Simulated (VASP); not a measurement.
All values below come from HSE06 screened hybrid, VASP's PBE PAW potentials (set 64) (plane waves; VASP).

Input for VASP

**KPOINTS**
```
K-points
0
gamma
1 1 1
0 0 0
```

INCAR:
```
# general
SYSTEM   = In32P31
PREC     = Normal
ENCUT    = 400
LREAL    = Auto
LASPH    = .True.   # aspherical one-centre terms
ISYM     = 0

# electronic loop
EDIFF    = 1E-5
NELM     = 50   # most electronic steps
NELMIN   = 4
ALGO     = Normal
LMAXMIX  = 4   # l cut-off of mixed one-centre charges

# smearing
ISMEAR   = 0
SIGMA    = 0.05   # width (eV)

# functional
GGA      = PE   # PBE
LHFCALC  = .True.
AEXX     = 0.25
HFSCREEN = 0.2   # 1/Angstrom
PRECFOCK = Fast

# spin
ISPIN    = 2   # spin-polarised
MAGMOM   = 63*0.0476
NUPDOWN  = 3

# ions
ISIF     = 0

# output
LWAVE    = .False.
LCHARG   = .False.
LORBIT   = 10
```

### POSCAR
```
In32P31
1
   11.9995217332     0.0000000000     0.0000000000
    0.0000000000    11.9995217332     0.0000000000
    0.0000000000     0.0000000000    11.9995217332
In P
32 31
Direct
  0.5001303910   0.0011959517   0.0014666493
  0.7506309149   0.2495110196   0.9992258407
  0.7492896090   0.9990463367   0.2495622945
  0.0003151655   0.9995558503   0.9998432746
  0.2508405269   0.2504294807   0.0007010500
  0.4992665528   0.5008657533   0.9993252569
  0.7494486177   0.7492198574   0.0008336081
  0.2512837934   0.0013562131   0.2501593280
  0.5057488798   0.2558466518   0.2552019389
  0.7439353096   0.4932232821   0.2558021257
  0.4993796356   0.9991381100   0.4990868861
  0.7508185786   0.2495823575   0.5009952891
  0.7500363681   0.0004791506   0.7491734523
  0.9987236774   0.4998328430   0.0012317451
  0.2497465495   0.7499585410   0.9999561191
  0.0010730024   0.2507441823   0.2492212550
  0.2496453647   0.5010305267   0.2495770276
  0.4992435878   0.7500736032   0.2495088052
  0.9992161020   0.0005275928   0.5002058259
  0.2494468373   0.2497879280   0.5005962968
  0.5070384702   0.4926235678   0.4936088106
  0.7501853513   0.7504757695   0.5004867631
  0.2501277817   0.9995792385   0.7504678310
  0.4990009297   0.2507800493   0.7508633418
  0.7492044054   0.5009901300   0.7509552198
  0.9985169933   0.7489486568   0.2502734938
  0.0008736142   0.5009704232   0.4990068916
  0.2507615917   0.7492387358   0.4993269182
  0.9993548653   0.2498526932   0.7491381259
  0.2510293511   0.4998395464   0.7484332051
  0.5001950867   0.7491046895   0.7483972967
  0.0004211056   0.7497968349   0.7503699252
  0.6262467371   0.1265286719   0.1264028816
  0.8737050572   0.3736830386   0.1261245114
  0.8735731056   0.1265592061   0.3736624246
  0.1257226638   0.1249224244   0.1249575016
  0.3763485666   0.3758424176   0.1263746823
  0.6244492242   0.6233084106   0.1264412148
  0.8748890999   0.8744663382   0.1251343790
  0.3766231577   0.1269442047   0.3758483229
  0.8730423048   0.6234899993   0.3757100638
  0.6234897045   0.1264440136   0.6235450387
  0.8736894993   0.3767070202   0.6236113084
  0.8751420310   0.1246431481   0.8741370192
  0.1241460872   0.6250872394   0.1251305700
  0.3750674699   0.8755286848   0.1251725957
  0.1257311922   0.3751446894   0.3748897213
  0.3767182358   0.6232911398   0.3748654672
  0.6248322211   0.8742207805   0.3748804350
  0.1246459687   0.1246707651   0.6251219419
  0.3761341019   0.3738683804   0.6236556798
  0.6259705317   0.6237041605   0.6234559885
  0.8750548407   0.8751803462   0.6250722248
  0.3752588925   0.1248499825   0.8757746060
  0.6249353497   0.3749520200   0.8755672869
  0.8750485893   0.6249080148   0.8757531519
  0.1248406839   0.8753333025   0.3742592062
  0.1256139096   0.6251481385   0.6246914240
  0.3749466040   0.8745273677   0.6246347990
  0.1247672439   0.3757800487   0.8748365682
  0.3748989332   0.6252878917   0.8739320880
  0.6241384470   0.8753505290   0.8749261755
  0.1252555354   0.8745650588   0.8751608301
```

POTCAR, in this order: In P (PBE.64 set). Program: vasp_gam. Read from the step before: WAVECAR.

**Question.** What will the output report for the number of irreducible k-points (NKPTS), largest plane-wave count, FFT grid (NGX, NGY, NGZ)?

**Answer.** 
```
Item                                           Value
--------------------------------------  ------------
number of irreducible k-points (NKPTS)             1
largest plane-wave count                       15720
FFT grid (NGX, NGY, NGZ)                60 × 60 × 60
```

The cell is a supercell with a defect, built from InP (zinc blende): vac_P. The cell's shape comes from a PBE relaxation.
